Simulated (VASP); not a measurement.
The system is Sn.

```
CELL_PARAMETERS angstrom
0.00000 3.23334 3.23334
3.23334 0.00000 3.23334
3.23334 3.23334 0.00000
ATOMIC_POSITIONS crystal
Sn 0.00000 0.00000 0.00000
Sn 0.25000 0.25000 0.25000
```

This isn't the form of Sn at room conditions, which is tetragonal (white tin).

| Item | Value |
| --- | --- |
| Program | VASP 6.6.1 |
| Task | relaxation of cell and atoms |
| Functional | PBEsol |
| Potentials or basis | VASP PAW PBE potentials, release 64 (Sn_d) |
| Cutoff | 520 eV |
| k mesh | 8 × 8 × 8 |
| Occupations | gaussian, width 0.02 eV |
| Spin | no spin polarisation |

At the start: pressure 1.4 GPa; volume 33.80 Å³/atom.

How do energy, volume and symmetry change on relaxing?

Over 3 steps the energy falls by 4.7 meV/atom and the volume is 34.89 Å³/atom (+3.2 %); space group Fd-3m (No. 227, to 0.05 Å).

Step by step:
```
step  energy change (eV)  largest force (eV/Å)  pressure (GPa)  volume (Å³)
   1              0.0000                0.0000            1.44        67.61
   2             -0.0082                0.0000           -0.49        70.63
   3             -0.0095                0.0000           -0.01        69.78
```

Final structure:
```yaml
crystal:
  lattice:
    - [0.00000, 3.26761, 3.26761]
    - [3.26761, 0.00000, 3.26761]
    - [3.26761, 3.26761, 0.00000]
  atoms:
    - { symbol: Sn, position: [0.00000, 0.00000, 0.00000] }
    - { symbol: Sn, position: [0.25000, 0.25000, 0.25000] }
```

Caveat: the PAW data sets were made with another functional, which shifts forces and pressure a little.
